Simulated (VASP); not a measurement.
Computed with r2SCAN meta-GGA, VASP's PBE PAW potentials (set 64) (plane waves; VASP).

Input for VASP

INCAR:
```
SYSTEM = CdS
PREC = Accurate
ENCUT = 400
EDIFF = 1E-6
NELM = 100
ALGO = Normal
LREAL = .FALSE.
LASPH = .TRUE.
ISMEAR = 0
SIGMA = 0.05
METAGGA = R2SCAN
LMIXTAU = .TRUE.
LMAXMIX = 4
LWAVE = .FALSE.
LCHARG = .FALSE.
IBRION = 2
ISIF = 3
NSW = 60
EDIFFG = -0.01
```

**POSCAR**
```
CdS
1
    0.0000000000     2.9362663091     2.9362663091
    2.9362663091    -0.0000000000     2.9362663091
    2.9362663091     2.9362663091    -0.0000000000
Cd S
1 1
Direct
  0.0000000000   0.0000000000   0.0000000000
  0.2500000000   0.2500000000   0.2500000000
```

**KPOINTS**
```
K-points
0
G
  7 7 7
0 0 0
```

POTCAR, in this order: Cd S (PBE.64 set). Program: vasp_std.

Output of the run:

### OUTCAR
```
 ion  position               nearest neighbor table
   1  0.000  0.000  0.000-   2 2.54   2 2.54   2 2.54   2 2.54
   2  0.250  0.250  0.250-   1 2.54   1 2.54   1 2.54   1 2.54
  LATTYP: Found a face centered cubic cell.
 ALAT       =     5.8725326182
 Subroutine PRICEL returns:
 Original cell was already a primitive cell.
 Subroutine GETGRP returns: Found 24 space group operations
The static configuration has the point symmetry T_d .
The dynamic configuration has the point symmetry T_d .
 Subroutine INISYM returns: Found 24 space group operations
 Subroutine IBZKPT returns following result:
 Found     20 irreducible k-points:

 Following reciprocal coordinates:
            Coordinates               Weight
  0.000000  0.000000  0.000000      1.000000
  0.142857  0.000000  0.000000      8.000000
  0.285714  0.000000  0.000000      8.000000
  0.428571  0.000000  0.000000      8.000000
  0.142857  0.142857  0.000000      6.000000
  0.285714  0.142857  0.000000     24.000000
  0.428571  0.142857  0.000000     24.000000
 -0.428571  0.142857  0.000000     24.000000
 -0.285714  0.142857  0.000000     24.000000
 -0.142857  0.142857  0.000000     12.000000
  0.285714  0.285714  0.000000      6.000000
  0.428571  0.285714  0.000000     24.000000
 -0.428571  0.285714  0.000000     24.000000
 -0.285714  0.285714  0.000000     12.000000
  0.428571  0.428571  0.000000      6.000000
 -0.428571  0.428571  0.000000     12.000000
  0.428571  0.285714  0.142857     24.000000
 -0.428571  0.285714  0.142857     48.000000
 -0.428571  0.428571  0.142857     24.000000
 -0.285714  0.428571  0.142857     24.000000
   k-points           NKPTS =     20   k-points in BZ     NKDIM =     20   number of bands    NBANDS=     13
   number of dos      NEDOS =    301   number of ions     NIONS =      2
   total plane-waves  NPLWV =  21952
   dimension x,y,z NGX =    28 NGY =   28 NGZ =   28
   dimension x,y,z NGXF=    56 NGYF=   56 NGZF=   56
   ions per type =               1   1
   PREC   = accura    normal or accurate (medium, high low for compatibility)
   ISTART =      0    job   : 0-new  1-cont  2-samecut
   ICHARG =      2    charge: 1-file 2-atom 10-const
   ISPIN  =      1    spin polarized calculation?
   LNONCOLLINEAR =      F non collinear calculations
   LSORBIT =      F    spin-orbit coupling
   INIWAV =      1    electr: 0-lowe 1-rand  2-diag
   ENCUT  =  400.0 eV  29.40 Ry    5.42 a.u.   6.77  6.77  6.77*2*pi/ulx,y,z
   NELM   =    100;   NELMIN=  2; NELMDL= -5     # of ELM steps
   EDIFF  = 0.1E-05   stopping-criterion for ELM
   LREAL  =      F    real-space projection
   NLSPLINE    = F    spline interpolate recip. space projectors
   LMAXMIX     =    4 max onsite mixed and CHGCAR
   VOSKOWN=      0    Vosko Wilk Nusair interpolation
   EDIFFG = -.1E-01   stopping-criterion for IOM
   NSW    =     60    number of steps for IOM
   NBLOCK =      1;   KBLOCK =     60    inner block; outer block
   IBRION =      2    ionic relax: 0-MD 1-quasi-New 2-CG
   NFREE  =      1    steps in history (QN), initial steepest desc. (CG)
   ISIF   =      3    stress and relaxation
   ISYM   =      2    0-nonsym 1-usesym 2-fastsym
   TEIN   =    0.0    initial temperature
   TEBEG  =    0.0;   TEEND  =   0.0 temperature during run
   SMASS  =  -3.00    Nose mass-parameter (am)
   PSTRESS=    0.0 pullay stress
   NELECT =      18.0000    total number of electrons
   EFERMI =   0.00;   METHOD = LEGACY
   ISMEAR =     0;   SIGMA  =   0.05  broadening in eV -4-tet -1-fermi 0-gaus
   IALGO  =     38    algorithm
   LDIAG  =      T    sub-space diagonalisation (order eigenvalues)
   IMIX   =      4    mixing-type and parameters
     AMIX     =   0.40;   BMIX     =  1.00
     AMIX_MAG =   1.60;   BMIX_MAG =  1.00
...
```

**OSZICAR**
```
       N       E                     dE             d eps       ncg     rms          rms(c)
DAV:   1     0.631764807111E+02    0.63176E+02   -0.80614E+03   568   0.103E+03
DAV:   2    -0.311061570922E+02   -0.94283E+02   -0.90220E+02   640   0.271E+02
DAV:   3    -0.348540163514E+02   -0.37479E+01   -0.37407E+01   595   0.570E+01
DAV:   4    -0.348781930284E+02   -0.24177E-01   -0.24175E-01   590   0.453E+00
DAV:   5    -0.348785462727E+02   -0.35324E-03   -0.35324E-03   610   0.519E-01    0.780E+00
DAV:   6    -0.295892225648E+02    0.52893E+01   -0.41103E+00   520   0.336E+01    0.949E+00
DAV:   7    -0.295995173171E+02   -0.10295E-01   -0.44329E-01   520   0.860E+00    0.543E+00
DAV:   8    -0.295803934058E+02    0.19124E-01   -0.37780E-01   520   0.560E+00    0.125E+00
DAV:   9    -0.296170625525E+02   -0.36669E-01   -0.22294E-01   530   0.426E+00    0.715E-01
DAV:  10    -0.296804887926E+02   -0.63426E-01   -0.28353E-02   530   0.159E+00    0.296E-01
DAV:  11    -0.296805933929E+02   -0.10460E-03   -0.62627E-03   535   0.934E-01    0.181E-01
DAV:  12    -0.296817157579E+02   -0.11224E-02   -0.24619E-03   530   0.577E-01    0.130E-01
DAV:  13    -0.296827071062E+02   -0.99135E-03   -0.22198E-03   525   0.579E-01    0.464E-02
DAV:  14    -0.296832711556E+02   -0.56405E-03   -0.14566E-04   560   0.141E-01    0.890E-03
DAV:  15    -0.296833218481E+02   -0.50693E-04   -0.29045E-05   550   0.528E-02    0.733E-03
DAV:  16    -0.296833262153E+02   -0.43672E-05   -0.69269E-06   545   0.311E-02    0.554E-03
DAV:  17    -0.296833278069E+02   -0.15915E-05   -0.10784E-06   365   0.133E-02    0.310E-03
DAV:  18    -0.296833293426E+02   -0.15358E-05   -0.71685E-07   370   0.101E-02    0.140E-03
DAV:  19    -0.296833292452E+02    0.97406E-07   -0.23568E-07   310   0.461E-03
   1 F= -.29683329E+02 E0= -.29683329E+02  d E =-.296833E+02
       N       E                     dE             d eps       ncg     rms          rms(c)
DAV:   1    -0.296837397614E+02   -0.41042E-03   -0.87389E-03   550   0.130E+00    0.160E-01
DAV:   2    -0.296833636043E+02    0.37616E-03   -0.94514E-04   535   0.503E-01    0.570E-02
DAV:   3    -0.296833387829E+02    0.24821E-04   -0.81661E-05   525   0.127E-01    0.489E-02
DAV:   4    -0.296833207913E+02    0.17992E-04   -0.44359E-05   520   0.602E-02    0.137E-02
DAV:   5    -0.296833335061E+02   -0.12715E-04   -0.16363E-05   520   0.439E-02    0.674E-03
DAV:   6    -0.296833307333E+02    0.27728E-05   -0.10030E-05   520   0.346E-02    0.351E-03
DAV:   7    -0.296833369366E+02   -0.62034E-05   -0.25745E-06   512   0.185E-02    0.137E-03
DAV:   8    -0.296833370181E+02   -0.81453E-07   -0.27133E-08   260   0.145E-03
   2 F= -.29683337E+02 E0= -.29683337E+02  d E =-.777285E-05
```

**OUTCAR**
```
------------------------ aborting loop because EDIFF is reached ----------------------------------------
  FORCE on cell =-STRESS in cart. coord.  units (eV):
  Direction    XX          YY          ZZ          XY          YZ          ZX
  --------------------------------------------------------------------------------------
  Total       -0.0096788     -0.0096788     -0.0096788     -0.0000000      0.0000000      0.0000000
  in kB       -0.3057921     -0.3057921     -0.3057921     -0.0000000      0.0000000      0.0000000
  external PRESSURE =      -0.3057921 kB  Pullay stress =       0.0000000 kB
  volume of cell :       50.71
      direct lattice vectors                 reciprocal lattice vectors
     0.000000000  2.937824311  2.937824311    -0.170193976  0.170193976  0.170193976
     2.937824311  0.000000000  2.937824311     0.170193976 -0.170193976  0.170193976
     2.937824311  2.937824311  0.000000000     0.170193976  0.170193976 -0.170193976
  FREE ENERGIE OF THE ION-ELECTRON SYSTEM (eV)
  ---------------------------------------------------
  free  energy   TOTEN  =       -29.6833370181 eV

  energy  without entropy=      -29.6833370181  energy(sigma->0) =      -29.68333702

 reached required accuracy - stopping structural energy minimisation
```
(Selected blocks of OUTCAR.)

**CONTCAR**
```
CdS
   1.00000000000000
     0.0000000000000000    2.9378243108829079    2.9378243108829079
     2.9378243108829079    0.0000000000000000    2.9378243108829079
     2.9378243108829079    2.9378243108829079    0.0000000000000000
  Cd              S
     1     1
Direct
     1.0000000000000000    0.0000000000000000    1.0000000000000000
     0.2500000000000000    0.2500000000000000    0.2500000000000000
```

**OUTCAR**
```
 val. band max:        0.8649865398   @ k =   0.0000   0.0000   0.0000

 cond. band min:       2.4049048949   @ k =   0.0000   0.0000   0.0000


 Fermi energy:         1.0889684784

 k-point     1 :       0.0000    0.0000    0.0000
  band No.  band energies     occupation
      1     -11.8758      2.00000
      2      -7.0230      2.00000
      3      -7.0230      2.00000
      4      -7.0230      2.00000
      5      -6.5407      2.00000
      6      -6.5407      2.00000
      7       0.8650      2.00000
      8       0.8650      2.00000
      9       0.8650      2.00000
     10       2.4049      0.00000
     11       7.9419      0.00000
     12       7.9419      0.00000
     13       7.9419      0.00000

 k-point     2 :       0.1429    0.0000    0.0000
  band No.  band energies     occupation
      1     -11.7990      2.00000
      2      -6.9943      2.00000
      3      -6.9943      2.00000
      4      -6.9470      2.00000
      5      -6.5409      2.00000
      6      -6.5409      2.00000
      7      -0.3071      2.00000
      8       0.7132      2.00000
      9       0.7132      2.00000
     10       3.3504      0.00000
     11       7.5910      0.00000
     12       8.1918      0.00000
     13       8.1919      0.00000

 k-point     3 :       0.2857    0.0000    0.0000
  band No.  band energies     occupation
      1     -11.6256      2.00000
      2      -6.9384      2.00000
      3      -6.9384      2.00000
      4      -6.6791      2.00000
      5      -6.5313      2.00000
      6      -6.5313      2.00000
      7      -1.9829      2.00000
      8       0.3973      2.00000
      9       0.3973      2.00000
     10       4.1681      0.00000
     11       7.7266      0.00000
     12       8.4570      0.00000
     13       8.4571      0.00000

 k-point     4 :       0.4286    0.0000    0.0000
  band No.  band energies     occupation
      1     -11.4870      2.00000
      2      -6.9048      2.00000
      3      -6.9048      2.00000
...
```

The structure was generated: CdS was put into the zinc blende type (F-43m), which need not be its known phase. This run relaxes it. Symmetry was kept, so distortions that lower it aren't found. The start is the result of an earlier pass.
